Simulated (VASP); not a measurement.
Output of a VASP run:

### OSZICAR
```
...
DAV:   2     0.669776462156E+00    0.15895E-01   -0.42134E-01  2751   0.157E+01    0.571E-01
DAV:   3     0.678523778016E+00    0.87473E-02   -0.82933E-02  2728   0.720E+00    0.214E-01
DAV:   4     0.679024905515E+00    0.50113E-03   -0.62935E-03  2878   0.199E+00    0.934E-02
DAV:   5     0.679283649454E+00    0.25874E-03   -0.23159E-03  2810   0.132E+00    0.218E-02
DAV:   6     0.679289551832E+00    0.59024E-05   -0.16446E-04  2868   0.345E-01    0.956E-03
DAV:   7     0.679293889709E+00    0.43379E-05   -0.16830E-05  2681   0.109E-01    0.116E-03
DAV:   8     0.679292405387E+00   -0.14843E-05   -0.11962E-06  1402   0.263E-02    0.122E-03
DAV:   9     0.679293138595E+00    0.73321E-06   -0.30520E-07  1338   0.146E-02
   2 F= 0.67929314E+00 E0= 0.67926668E+00  d E =0.276195E-03
       N       E                     dE             d eps       ncg     rms          rms(c)
DAV:   1     0.666825479314E+00   -0.12467E-01   -0.24714E-01  2742   0.134E+01    0.893E-01
DAV:   2     0.674311803706E+00    0.74863E-02   -0.19559E-01  2749   0.107E+01    0.387E-01
DAV:   3     0.678456146030E+00    0.41443E-02   -0.39593E-02  2728   0.499E+00    0.153E-01
DAV:   4     0.678835319259E+00    0.37917E-03   -0.33766E-03  2896   0.145E+00    0.689E-02
DAV:   5     0.678947915405E+00    0.11260E-03   -0.11918E-03  2806   0.939E-01    0.147E-02
DAV:   6     0.678957140350E+00    0.92249E-05   -0.74548E-05  2858   0.232E-01    0.659E-03
DAV:   7     0.678956837925E+00   -0.30242E-06   -0.85787E-06  2617   0.779E-02
   3 F= 0.67895684E+00 E0= 0.67893570E+00  d E =-.601056E-04
       N       E                     dE             d eps       ncg     rms          rms(c)
DAV:   1     0.678835003612E+00   -0.12214E-03   -0.25331E-03  2748   0.135E+00    0.914E-02
DAV:   2     0.678898573205E+00    0.63570E-04   -0.20433E-03  2750   0.109E+00    0.393E-02
DAV:   3     0.678949023036E+00    0.50450E-04   -0.40603E-04  2721   0.504E-01    0.156E-02
DAV:   4     0.678959357393E+00    0.10334E-04   -0.34670E-05  2873   0.147E-01    0.703E-03
DAV:   5     0.678959754613E+00    0.39722E-06   -0.12437E-05  2583   0.960E-02    0.150E-03
DAV:   6     0.678960251360E+00    0.49675E-06   -0.80833E-07  1325   0.242E-02
   4 F= 0.67896025E+00 E0= 0.67893963E+00  d E =-.566922E-04
       N       E                     dE             d eps       ncg     rms          rms(c)
DAV:   1     0.678933420848E+00   -0.26334E-04   -0.48430E-04  2719   0.591E-01    0.402E-02
DAV:   2     0.678955387601E+00    0.21967E-04   -0.39921E-04  2740   0.482E-01    0.174E-02
DAV:   3     0.678960109484E+00    0.47219E-05   -0.79755E-05  2586   0.223E-01    0.683E-03
DAV:   4     0.678957581403E+00   -0.25281E-05   -0.66035E-06  2518   0.642E-02    0.304E-03
DAV:   5     0.678958209689E+00    0.62829E-06   -0.23197E-06  1328   0.416E-02
   5 F= 0.67895821E+00 E0= 0.67893733E+00  d E =-.587338E-04
       N       E                     dE             d eps       ncg     rms          rms(c)
DAV:   1     0.678947292279E+00   -0.10289E-04   -0.19789E-04  2643   0.377E-01    0.258E-02
DAV:   2     0.678957862351E+00    0.10570E-04   -0.16352E-04  2683   0.308E-01    0.111E-02
DAV:   3     0.678958955564E+00    0.10932E-05   -0.32473E-05  2486   0.142E-01    0.437E-03
DAV:   4     0.678957178774E+00   -0.17768E-05   -0.26524E-06  1348   0.413E-02    0.198E-03
DAV:   5     0.678957496201E+00    0.31743E-06   -0.94294E-07  1321   0.269E-02
   6 F= 0.67895750E+00 E0= 0.67893646E+00  d E =-.594473E-04
```

OUTCAR:
```
------------------------ aborting loop because EDIFF is reached ----------------------------------------
  FORCE on cell =-STRESS in cart. coord.  units (eV):
  Direction    XX          YY          ZZ          XY          YZ          ZX
  --------------------------------------------------------------------------------------
  Total       -0.0076031     -0.0076031     -0.0076031     -0.0000000      0.0000000      0.0000000
  in kB       -1.0801107     -1.0801107     -1.0801107     -0.0000000      0.0000000      0.0000000
  external PRESSURE =      -1.0801107 kB  Pullay stress =       0.0000000 kB
  volume of cell :       11.28
      direct lattice vectors                 reciprocal lattice vectors
     0.000000000  1.779919137  1.779919137    -0.280911638  0.280911638  0.280911638
     1.779919137  0.000000000  1.779919137     0.280911638 -0.280911638  0.280911638
     1.779919137  1.779919137  0.000000000     0.280911638  0.280911638 -0.280911638
 POSITION                                       TOTAL-FORCE (eV/Angst)
 -----------------------------------------------------------------------------------
      0.00000      0.00000      0.00000         0.000000      0.000000      0.000000
 -----------------------------------------------------------------------------------
    total drift:                               -0.000000     -0.000000     -0.000000
  FREE ENERGIE OF THE ION-ELECTRON SYSTEM (eV)
  ---------------------------------------------------
  free  energy   TOTEN  =         0.6789574962 eV

  energy  without entropy=        0.6788943824  energy(sigma->0) =        0.67893646

 reached required accuracy - stopping structural energy minimisation
```
(Selected blocks of OUTCAR.)

POSCAR:
```
Cu
1
    0.0000000000     1.7816152687     1.7816152687
    1.7816152687    -0.0000000000     1.7816152687
    1.7816152687     1.7816152687     0.0000000000
Cu
1
Direct
  0.0000000000   0.0000000000   0.0000000000
```

Question: Write an INCAR and KPOINTS that could have produced this output.

Answer: Several could match; the one computed here: the input of the run itself, revTPSS meta-GGA, plane waves, VASP's PBE PAW potentials (set 64).

**INCAR**
```
ALGO  =  Normal
EDIFF  =  1E-6
EDIFFG  =  -0.01
ENCUT  =  520
IBRION  =  2
ISIF  =  3
ISMEAR  =  1
LASPH  =  .True.
LCHARG  =  .False.
LMAXMIX  =  4
LMIXTAU  =  .True.
LREAL  =  .False.
LWAVE  =  .False.
METAGGA  =  RTPSS
NELM  =  100
NSW  =  60
PREC  =  Accurate
SIGMA  =  0.1
SYSTEM  =  Cu
```

File KPOINTS:
```
K-points
0
G
16 16 16
0 0 0
```

POTCAR, in this order: Cu (PBE.64 set). Program: vasp_std.

The compound is Cu in the fcc structure. This run relaxes it. Symmetry was kept, so distortions that lower it aren't found. The start is the result of an earlier pass.
